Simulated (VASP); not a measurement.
## How precision settings and smearing change a VASP run on Fe2As

A convergence test on Fe2As: the precision settings and smearing. The series runs use LDA. The precision settings tried: PREC = Low; PREC = Medium; PREC = Normal; PREC = Single; PREC = Accurate; LREAL = Auto; ADDGRID = .TRUE.; LASPH = .FALSE.. The smearing tried: ISMEAR = 0, SIGMA = 0.01; ISMEAR = 0, SIGMA = 0.05; ISMEAR = 0, SIGMA = 0.1; ISMEAR = 0, SIGMA = 0.2; ISMEAR = 0, SIGMA = 0.5; ISMEAR = 2, SIGMA = 0.01; ISMEAR = 2, SIGMA = 0.05; ISMEAR = 2, SIGMA = 0.1; ISMEAR = 2, SIGMA = 0.2; ISMEAR = 2, SIGMA = 0.5; ISMEAR = -5. The start is a cell from a database of measured crystal structures.

Calculated with VASP 6.6.1; LDA, spin-polarised from a ferromagnetic start; plane waves and PAW (Fe, As).

The database entry behind the starting cell is an old determination (1935), so it need not match the best structure at ambient conditions.

## (1) Set-up

The structure is tetragonal, space group P4/nmm (No. 129). Conventional cell: a = 3.627 Å, b = 3.627 Å, c = 5.973 Å, α = 90.00°, β = 90.00°, γ = 90.00°. Nearest to Fe lie 4 As at 2.41 Å and 8 Fe at 2.56 to 2.68 Å. Nearest to Fe lie 5 As at 2.42 to 2.59 Å and 4 Fe at 2.68 Å. Nearest to As lie 9 Fe at 2.41 to 2.59 Å. Farther neighbours are not listed.

As a file:

```cif
data_structure
_symmetry_space_group_name_H-M 'P4/nmm:1'
_symmetry_Int_Tables_number 129
_cell_length_a 3.6270
_cell_length_b 3.6270
_cell_length_c 5.9730
_cell_angle_alpha 90.000
_cell_angle_beta 90.000
_cell_angle_gamma 90.000
_cell_volume 78.58
loop_
_atom_site_label
_atom_site_type_symbol
_atom_site_symmetry_multiplicity
_atom_site_Wyckoff_symbol
_atom_site_fract_x
_atom_site_fract_y
_atom_site_fract_z
_atom_site_occupancy
Fe1 Fe 2 a 0.00000 0.00000 0.00000 1
Fe2 Fe 2 c 0.00000 0.50000 0.33000 1
As1 As 2 c 0.00000 0.50000 0.73500 1
```

## (2) Precision settings: PREC = Low

PREC sets the FFT grids, and LREAL, ADDGRID and LASPH trade speed for accuracy. LDA, the lowest rung, knows the local density alone.

INCAR reads:

```
SYSTEM = Fe2As
PREC = Low
ENCUT = 400
EDIFF = 1E-06
NELM = 100
ISMEAR = -1
SIGMA = 0.05
LREAL = .FALSE.
ALGO = Normal
GGA = CA
NBANDS = 37
ISPIN = 2
MAGMOM = 3 3 3 3 0 0
LASPH = .TRUE.
LMAXMIX = 4
LORBIT = 11
LWAVE = .FALSE.
LCHARG = .FALSE.
KPAR = 4
ISIF = 2
```

POSCAR reads:

```
Fe2As
1.0
    3.6270000000      0.0000000000      0.0000000000
    0.0000000000      3.6270000000      0.0000000000
    0.0000000000      0.0000000000      5.9730000000
Fe As
4 2
Direct
    0.0000000000      0.0000000000      0.0000000000
    0.5000000000      0.5000000000      0.0000000000
    0.0000000000      0.5000000000      0.3300000000
    0.5000000000      0.0000000000      0.6700000000
    0.0000000000      0.5000000000      0.7350000000
    0.5000000000      0.0000000000      0.2650000000
```

KPOINTS reads:

```
Automatic mesh
0
Gamma
7 7 5
0 0 0
```

Potentials, in the order of the species: Fe and As (PBE family, release 64).

Launch:

```
$ mpirun -np 4 vasp_std
```

The program printed:

```text
[banner, memory and clock lines left out]
running    4 mpi-ranks, on    1 nodes
 distrk:  each k-point on    1 cores,    4 groups
 distr:  one band on    1 cores,    1 groups

 POSCAR found type information on POSCAR FeAs
 POSCAR found :  2 types and       6 ions
|                                                                             |
|               ----> ADVICE to this user running VASP <----                  |
|                                                                             |
|     You enforced a specific xc type in the INCAR file but a different       |
|     [... a line on the potential file left out ...]
|     I HOPE YOU KNOW WHAT YOU ARE DOING!                                     |
|                                                                             |

 LDA part: xc-table for (Slater(with rela. corr.)+CA(PZ))
 , standard interpolation
 POSCAR, INCAR and KPOINTS ok, starting setup
 FFT: planning ... GRIDC
 FFT: planning ... GRID_SOFT
 FFT: planning ... GRID
 WAVECAR not read
 entering main loop
       N       E                     dE             d eps       ncg     rms          rms(c)
DAV:   1     0.282607103869E+03    0.28261E+03   -0.14724E+04  4472   0.107E+03
DAV:   2    -0.314364041662E+02   -0.31404E+03   -0.29211E+03  4450   0.278E+02
DAV:   3    -0.523656890916E+02   -0.20929E+02   -0.19398E+02  5000   0.906E+01
DAV:   4    -0.529178824934E+02   -0.55219E+00   -0.54803E+00  5376   0.147E+01
DAV:   5    -0.529271583838E+02   -0.92759E-02   -0.92737E-02  5187   0.163E+00    0.256E+01
DAV:   6    -0.696414744847E+02   -0.16714E+02   -0.65126E+01  5778   0.119E+02    0.618E+01
DAV:   7    -0.522213695154E+02    0.17420E+02   -0.60002E+01  5252   0.103E+02    0.247E+01
DAV:   8    -0.486864513737E+02    0.35349E+01   -0.10371E+01  5875   0.583E+01    0.121E+01
DAV:   9    -0.485972227055E+02    0.89229E-01   -0.49339E+00  6002   0.257E+01    0.615E+00
DAV:  10    -0.484594726354E+02    0.13775E+00   -0.29608E-01  6023   0.859E+00    0.182E+00
DAV:  11    -0.484545475128E+02    0.49251E-02   -0.65752E-02  6152   0.237E+00    0.114E+00
DAV:  12    -0.484572062590E+02   -0.26587E-02   -0.13359E-02  5298   0.129E+00    0.764E-01
DAV:  13    -0.484559291573E+02    0.12771E-02   -0.18868E-03  6785   0.559E-01    0.330E-01
DAV:  14    -0.484555397079E+02    0.38945E-03   -0.81288E-04  7088   0.332E-01    0.862E-02
DAV:  15    -0.484555369796E+02    0.27283E-05   -0.18316E-04  5785   0.951E-02    0.808E-02
DAV:  16    -0.484555293390E+02    0.76406E-05   -0.25118E-05  6367   0.122E-01    0.170E-02
DAV:  17    -0.484555303517E+02   -0.10127E-05   -0.57277E-06  4516   0.164E-02    0.705E-03
DAV:  18    -0.484555305025E+02   -0.15083E-06   -0.26987E-07  2620   0.678E-03
   1 F= -.48455531E+02 E0= -.48426551E+02  d E =-.579596E-01  mag=     6.2250
```

Wall time 13 s (4 MPI ranks of Intel Xeon 6975P-C (Granite Rapids), shared host); peak memory 0.7 GiB.

Lines that name or quote the potential files are left out of all logs, and their timing lines are given in words.

Parts of OUTCAR (step 2):

```text
ion  position               nearest neighbor table
   1  0.000  0.000  0.000-   5 2.41   6 2.41   5 2.41   6 2.41   2 2.56   2 2.56   2 2.56   2 2.56
                             3 2.68   4 2.68   3 2.68   4 2.68
   2  0.500  0.500  0.000-   5 2.41   6 2.41   6 2.41   5 2.41   1 2.56   1 2.56   1 2.56   1 2.56
                             3 2.68   3 2.68   4 2.68   4 2.68
   3  0.000  0.500  0.330-   5 2.42   6 2.59   6 2.59   6 2.59   6 2.59   1 2.68   2 2.68   2 2.68
                             1 2.68
   4  0.500  0.000  0.670-   6 2.42   5 2.59   5 2.59   5 2.59   5 2.59   1 2.68   1 2.68   2 2.68
                             2 2.68
   5  0.000  0.500  0.735-   1 2.41   2 2.41   1 2.41   2 2.41   3 2.42   4 2.59   4 2.59   4 2.59
                             4 2.59
   6  0.500  0.000  0.265-   1 2.41   2 2.41   2 2.41   1 2.41   4 2.42   3 2.59   3 2.59   3 2.59
                             3 2.59

  LATTYP: Found a simple tetragonal cell.
 ALAT       =     3.6270000000
 C/A-ratio  =     1.6468155500

 Subroutine GETGRP returns: Found 16 space group operations
 (whereof  8 operations were pure point group operations)

The static configuration has the point symmetry D_2d.
 The point group associated with its full space group is D_4h.

 Found     30 irreducible k-points:

   k-points           NKPTS =     30   k-points in BZ     NKDIM =     30   number of bands    NBANDS=     37

   dimension x,y,z NGX =    18 NGY =   18 NGZ =   30
   dimension x,y,z NGXF=    20 NGYF=   20 NGZF=   36

   ENCUT  =  400.0 eV  29.40 Ry    5.42 a.u.   5.91  5.91  9.74*2*pi/ulx,y,z

   NELECT =      42.0000    total number of electrons

 k-points in reciprocal lattice and weights: Automatic mesh
   0.00000000  0.00000000  0.00000000       0.004
   0.14285714  0.00000000  0.00000000       0.016
   0.28571429  0.00000000  0.00000000       0.016
   0.42857143  0.00000000  0.00000000       0.016
   0.14285714  0.14285714  0.00000000       0.016
   0.28571429  0.14285714  0.00000000       0.033
   0.42857143  0.14285714  0.00000000       0.033
   0.28571429  0.28571429  0.00000000       0.016
   0.42857143  0.28571429  0.00000000       0.033
[...]
0.42857143  0.28571429  0.40000000       0.065
   0.42857143  0.42857143  0.40000000       0.033

 average (electrostatic) potential at core
       1 -41.9541       2 -41.9541       3 -42.0536       4 -42.0536       5 -48.0020
       6 -48.0020

 E-fermi :   6.5848

 spin component 1
 k-point     1 :       0.0000    0.0000    0.0000
  band No.  band energies     occupation
    ...
     20       5.5594      1.00000
     21       6.0471      0.99998
     22       6.0494      0.99998
     23       6.0494      0.99998
     24       6.2975      0.99681
     25       7.1517      0.00001
     26       8.1068      0.00000
     27       8.8683      0.00000
     28       8.8683      0.00000
     29       8.8754      0.00000
    ...

 k-point     2 :       0.1429    0.0000    0.0000
  band No.  band energies     occupation
    ...
     20       5.5752      1.00000
     21       5.8481      1.00000
     22       6.0566      0.99997
     23       6.0779      0.99996
     24       6.2065      0.99948
     25       7.1057      0.00003
     26       7.7204      0.00000
     27       8.4238      0.00000
     28       9.0842      0.00000
     29      10.2674      0.00000
    ...

 k-point     3 :       0.2857    0.0000    0.0000
  band No.  band energies     occupation
    ...
     20       5.5529      1.00000
     21       5.7396      1.00000
     22       5.9920      0.99999
     23       6.0590      0.99997
     24       6.1068      0.99993
     25       7.1764      0.00001
     26       7.6178      0.00000
     27       7.8846      0.00000
     28       9.5529      0.00000
     29      11.1885      0.00000
    ...

 k-point     4 :       0.4286    0.0000    0.0000
  band No.  band energies     occupation
    ...
     20       5.4113      1.00000
     21       5.5307      1.00000
     22       5.6816      1.00000
     23       6.2169      0.99936
     24       6.2222      0.99929
     25       6.9905      0.00030
     26       7.1775      0.00001
     27       8.7739      0.00000
     28       9.6419      0.00000
     29      11.3904      0.00000
    ...

 k-point     5 :       0.1429    0.1429    0.0000
  band No.  band energies     occupation
    ...
     20       5.6696      1.00000
     21       5.8106      1.00000
     22       5.8216      1.00000
     23       5.9826      0.99999
     24       6.1326      0.99988
     25       7.0506      0.00009
     26       7.7054      0.00000
     27       8.2891      0.00000
     28       8.5231      0.00000
     29      11.4342      0.00000
    ...

 k-point     6 :       0.2857    0.1429    0.0000
  band No.  band energies     occupation
    ...
     20       5.6433      1.00000
     21       5.7723      1.00000
     22       5.8734      1.00000
     23       5.9526      1.00000
     24       6.0670      0.99997
     25       7.1940      0.00001
     26       7.2244      0.00000
     27       7.8928      0.00000
     28       8.3533      0.00000
     29      11.9816      0.00000
    ...

  Total       -7.4480572     -7.4480572     -9.6738408      0.0000000      0.0000000      0.0000000
  in kB     -151.8678903   -151.8678903   -197.2522169      0.0000000      0.0000000      0.0000000
  external PRESSURE =    -166.9959992 kB  Pullay stress =       0.0000000 kB

  energy-cutoff  :      400.00
  volume of cell :       78.58
      direct lattice vectors                 reciprocal lattice vectors
     3.627000000  0.000000000  0.000000000     0.275709953  0.000000000  0.000000000
     0.000000000  3.627000000  0.000000000     0.000000000  0.275709953  0.000000000
     0.000000000  0.000000000  5.973000000     0.000000000  0.000000000  0.167420057

 POSITION                                       TOTAL-FORCE (eV/Angst)
 -----------------------------------------------------------------------------------
      0.00000      0.00000      0.00000         0.000000      0.000000      0.000000
      1.81350      1.81350      0.00000         0.000000      0.000000      0.000000
      0.00000      1.81350      1.97109         0.000000      0.000000     -0.270589
      1.81350      0.00000      4.00191        -0.000000      0.000000      0.270589
      0.00000      1.81350      4.39015         0.000000      0.000000      0.174725
      1.81350      0.00000      1.58285         0.000000     -0.000000     -0.174725
 -----------------------------------------------------------------------------------
    total drift:                               -0.000000      0.000000      0.000000

  FREE ENERGIE OF THE ION-ELECTRON SYSTEM (eV)
  ---------------------------------------------------
  free  energy   TOTEN  =       -48.4555305025 eV

  energy  without entropy=      -48.3975708565  energy(sigma->0) =      -48.42655068

 total charge
# of ion       s       p       d       tot
------------------------------------------
    1        0.417   0.554   6.481   7.452
    2        0.417   0.554   6.481   7.452
    3        0.357   0.386   6.356   7.099
    4        0.357   0.386   6.356   7.099
    5        1.189   1.555   0.115   2.860
    6        1.189   1.555   0.115   2.860
--------------------------------------------------
tot          3.927   4.992  25.904  34.824

 magnetization (x)
# of ion       s       p       d       tot
------------------------------------------
    1       -0.002  -0.005   1.035   1.027
    2       -0.002  -0.005   1.035   1.027
    3        0.013   0.004   2.117   2.134
    4        0.013   0.004   2.117   2.134
    5        0.006  -0.056  -0.001  -0.051
    6        0.006  -0.056  -0.001  -0.051
--------------------------------------------------
tot          0.033  -0.114   6.301   6.220

[... 6 further parts left out ...]
```

The magnetic state follows from one typed start and may not be the lowest. Experiment finds antiferromagnetic order in this phase (below 353 K, arxiv:0805.0041), so this ferromagnetic run describes another state. The k-mesh is coarse for a metal. The PAW data sets were made with PBE, though LDA sets exist; this is a small mismatch.

This step gave:

| Quantity | Value |
| --- | --- |
| SCF cycles | 18 |
| electrons | 42 |
| bands | 37 |
| irreducible k-points | 30 |
| symmetry operations | 16 |
| free energy (TOTEN) | -48.46 eV |
| energy at zero smearing | -48.43 eV |
| Fermi energy | 6.585 eV |
| pressure | -16.70 GPa |
| moment of the cell, from the last line of the log | 6.225 μB |
| metallic | yes |

Spin moment in the PAW sphere by atom:

| atom | spin moment in the PAW sphere (μB) |
| --- | --- |
| Fe1 | 1.03 |
| Fe2 | 1.03 |
| Fe3 | 2.13 |
| Fe4 | 2.13 |
| As5 | -0.05 |
| As6 | -0.05 |

The series starts at -8.0711 eV an atom and -16.70 GPa, after 18 cycles in 13 s.

## (3) Precision settings: PREC = Medium

INCAR, as its differences from that of step 2:

```diff
@@ -1,3 +1,3 @@
 SYSTEM = Fe2As
-PREC = Low
+PREC = Medium
 ENCUT = 400
```

POSCAR is that of step 2.

KPOINTS is that of step 2.

Launch:

```
$ mpirun -np 4 vasp_std
```

The program printed:

```text
[banner, memory and clock lines left out]
running    4 mpi-ranks, on    1 nodes
[...]
[... a notice as in an earlier step ...]

 LDA part: xc-table for (Slater(with rela. corr.)+CA(PZ))
 , standard interpolation
 POSCAR, INCAR and KPOINTS ok, starting setup
[...]
entering main loop
       N       E                     dE             d eps       ncg     rms          rms(c)
DAV:   1     0.282611570014E+03    0.28261E+03   -0.14724E+04  4472   0.107E+03
DAV:   2    -0.314322997155E+02   -0.31404E+03   -0.29211E+03  4450   0.278E+02
DAV:   3    -0.523616270319E+02   -0.20929E+02   -0.19398E+02  5000   0.906E+01
DAV:   4    -0.529138257988E+02   -0.55220E+00   -0.54804E+00  5376   0.147E+01
[...]
DAV:  16    -0.484504971629E+02    0.76275E-05   -0.25175E-05  6370   0.122E-01    0.170E-02
DAV:  17    -0.484504981684E+02   -0.10054E-05   -0.56941E-06  4516   0.163E-02    0.702E-03
DAV:  18    -0.484504983190E+02   -0.15057E-06   -0.26971E-07  2620   0.673E-03
   1 F= -.48450498E+02 E0= -.48421527E+02  d E =-.579427E-01  mag=     6.2252
```

Wall time 13 s (4 MPI ranks); peak memory 0.74 GiB; 47 s of CPU time.

Parts of OUTCAR (step 3):

```text
  Total       -7.5429282     -7.5429282     -9.6299400      0.0000000      0.0000000      0.0000000
  in kB     -153.8023362   -153.8023362   -196.3570671      0.0000000      0.0000000      0.0000000
  external PRESSURE =    -167.9872465 kB  Pullay stress =       0.0000000 kB

 POSITION                                       TOTAL-FORCE (eV/Angst)
 -----------------------------------------------------------------------------------
      0.00000      0.00000      0.00000        -0.000000      0.000000     -0.000000
      1.81350      1.81350      0.00000         0.000000      0.000000     -0.000000
      0.00000      1.81350      1.97109        -0.000000      0.000000     -0.277142
      1.81350      0.00000      4.00191        -0.000000      0.000000      0.277142
      0.00000      1.81350      4.39015        -0.000000      0.000000      0.175694
      1.81350      0.00000      1.58285         0.000000      0.000000     -0.175694
 -----------------------------------------------------------------------------------
    total drift:                                0.000000      0.000000      0.000000

  FREE ENERGIE OF THE ION-ELECTRON SYSTEM (eV)
  ---------------------------------------------------
  free  energy   TOTEN  =       -48.4504983190 eV

  energy  without entropy=      -48.3925555901  energy(sigma->0) =      -48.42152695

[... 3 parts as in an earlier step ...]

[... 1 further part left out ...]
[key lines of the parts left out:]
E-fermi :   6.5849
```

Against the first of the series the energy moves by +0.84 meV an atom and the pressure by -0.10 GPa, after 18 cycles in 13 s.

## (4) Precision settings: PREC = Normal

INCAR, as its differences from that of step 3:

```diff
@@ -1,3 +1,3 @@
 SYSTEM = Fe2As
-PREC = Medium
+PREC = Normal
 ENCUT = 400
```

POSCAR is that of step 3.

KPOINTS is that of step 3.

Launch:

```
$ mpirun -np 4 vasp_std
```

The program printed:

```text
[... set-up lines as in an earlier step ...]
 entering main loop
       N       E                     dE             d eps       ncg     rms          rms(c)
DAV:   1     0.282610933184E+03    0.28261E+03   -0.14724E+04  4472   0.107E+03
DAV:   2    -0.314328857533E+02   -0.31404E+03   -0.29211E+03  4450   0.278E+02
DAV:   3    -0.523622229033E+02   -0.20929E+02   -0.19398E+02  5000   0.906E+01
DAV:   4    -0.529144218617E+02   -0.55220E+00   -0.54804E+00  5376   0.147E+01
[...]
DAV:  16    -0.484511110691E+02    0.76194E-05   -0.25135E-05  6367   0.122E-01    0.170E-02
DAV:  17    -0.484511120782E+02   -0.10092E-05   -0.57191E-06  4516   0.164E-02    0.703E-03
DAV:  18    -0.484511122279E+02   -0.14972E-06   -0.27038E-07  2620   0.678E-03
   1 F= -.48451112E+02 E0= -.48422139E+02  d E =-.579470E-01  mag=     6.2252
```

Wall time 13 s (4 MPI ranks); peak memory 0.72 GiB; 48 s of CPU time.

Parts of OUTCAR (step 4):

```text
  Total       -7.5501693     -7.5501693     -9.6178805      0.0000000     -0.0000000      0.0000000
  in kB     -153.9499835   -153.9499835   -196.1111707      0.0000000     -0.0000000      0.0000000
  external PRESSURE =    -168.0037126 kB  Pullay stress =       0.0000000 kB

 POSITION                                       TOTAL-FORCE (eV/Angst)
 -----------------------------------------------------------------------------------
      0.00000      0.00000      0.00000         0.000000     -0.000000      0.000000
      1.81350      1.81350      0.00000        -0.000000     -0.000000      0.000000
      0.00000      1.81350      1.97109         0.000000      0.000000     -0.278119
      1.81350      0.00000      4.00191         0.000000     -0.000000      0.278119
      0.00000      1.81350      4.39015         0.000000     -0.000000      0.175155
      1.81350      0.00000      1.58285         0.000000     -0.000000     -0.175155
 -----------------------------------------------------------------------------------
    total drift:                                0.000000      0.000000      0.000000

  FREE ENERGIE OF THE ION-ELECTRON SYSTEM (eV)
  ---------------------------------------------------
  free  energy   TOTEN  =       -48.4511122279 eV

  energy  without entropy=      -48.3931652180  energy(sigma->0) =      -48.42213872

[... 3 parts as in an earlier step ...]

[... 1 further part left out ...]
[key lines of the parts left out:]
E-fermi :   6.5848
```

Against the first of the series the energy moves by +0.74 meV an atom and the pressure by -0.10 GPa, after 18 cycles in 13 s.

[end of part 1 of 5]

[Lines on the potential files, build, host, timing and source positions are cut from VASP's logs without a mark.]

[Logs are printed without paths, hosts, clocks, repeated set-up lines and the standing remarks that a program may print on its own settings, such as how far it seeks lower states.]

[Hosts, paths, dates, database ids (printed as entryN), source tags and the programs' standing remarks are cut or masked in the printed files.]

[A measured line is paired with the nearest computed mode of its activity, which favours agreement.]
